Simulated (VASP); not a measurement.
The system is Cd4TeO3.

```
CELL_PARAMETERS angstrom
0.00000 4.38660 4.38660
4.38660 0.00000 4.38660
4.38660 4.38660 0.00000
ATOMIC_POSITIONS crystal
Cd 0.13407 0.59778 0.13407
Cd 0.13407 0.13407 0.13407
Cd 0.59778 0.13407 0.13407
Cd 0.13407 0.13407 0.59778
Te 0.75000 0.75000 0.75000
O 0.25000 0.25000 0.25000
O 0.00000 0.00000 0.00000
O 0.50000 0.50000 0.50000
```

The cell was built by a generator and needn't be a form met in nature.

- Program: VASP 6.6.1
- Task: relaxation of cell and atoms
- Functional: PBE
- Potentials or basis: VASP PAW PBE potentials, release 64 (Cd, Te, O)
- Cutoff: 520 eV
- k mesh: 3 × 3 × 3
- Occupations: gaussian, width 0.15 eV
- Spin: no spin polarisation

At the start: pressure 26.8 GPa; volume 21.10 Å³/atom.

Where does the relaxation end?

Over 9 steps the energy falls by 697.0 meV/atom and the volume is 27.45 Å³/atom (+30.1 %); space group F-43m (No. 216, to 0.05 Å).

Step by step:
```
step  energy change (eV)  largest force (eV/Å)  pressure (GPa)  volume (Å³)
   1              0.0000               10.8872           26.79       168.82
   2              5.5516               14.4473            8.49       270.52
   3             -4.4192                4.5073            7.23       199.52
   4             -4.5802                3.6748            7.68       195.80
   5             -4.6547                2.3888            8.98       190.67
   6             -5.4733                0.6801           -2.04       230.51
   7             -5.5746                0.1552            0.06       219.13
   8             -5.5744                0.1250            0.25       218.53
   9             -5.5760                0.0399            0.04       219.57
```

Final structure:
```yaml
crystal:
  lattice:
    - [0.00000, 4.78828, 4.78828]
    - [4.78828, 0.00000, 4.78828]
    - [4.78828, 4.78828, 0.00000]
  atoms:
    - { symbol: Cd, position: [0.12487, 0.62538, 0.12487] }
    - { symbol: Cd, position: [0.12487, 0.12487, 0.12487] }
    - { symbol: Cd, position: [0.62538, 0.12487, 0.12487] }
    - { symbol: Cd, position: [0.12487, 0.12487, 0.62538] }
    - { symbol: Te, position: [0.75000, 0.75000, 0.75000] }
    - { symbol: O, position: [0.25000, 0.25000, 0.25000] }
    - { symbol: O, position: [0.00000, 0.00000, 0.00000] }
    - { symbol: O, position: [0.50000, 0.50000, 0.50000] }
```

Caveat: the k mesh is coarse (spacing up to 0.41 Å⁻¹), so the values aren't converged; the volume moved by over 15 % at a fixed basis, so the end points are rough.
